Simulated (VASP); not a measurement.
**YIr (space group Pm-3m): computed properties**

Method: PBEsol GGA, VASP's PBE PAW potentials (set 64) (plane waves; VASP 6.6.1).

```
Quantity                                                               Value
----------------------------------  ----------------------------------------
space group                                                      Pm-3m (221)
cell                                 a = b = c = 3.384 Å, α = β = γ = 90.00°
volume per atom                                               19.37 Å^3/atom
band gap (over mesh and band path)  none (metal, semimetal or under 0.01 eV)
band gap with spin-orbit coupling                            none (metallic)
density                                                          12.05 g/cm³
```

Space group Pm-3m (No. 221); a = b = c = 3.3838 Å, α = β = γ = 90.00°

```json
[
 {"atom": "Y", "site": "1b", "symmetry": "m-3m", "x": "0.5000", "y": "0.5000", "z": "0.5000"},
 {"atom": "Ir", "site": "1a", "symmetry": "m-3m", "x": "0.0000", "y": "0.0000", "z": "0.0000"}
]
```

Unless said otherwise, spin-orbit coupling is left out, though it shifts the bands of the heavy elements here.

The structure comes from a computed database's YIr entry (Pm-3m); how it stands against other phases isn't given here. It was relaxed first. Symmetry was kept, so distortions that lower it aren't found.
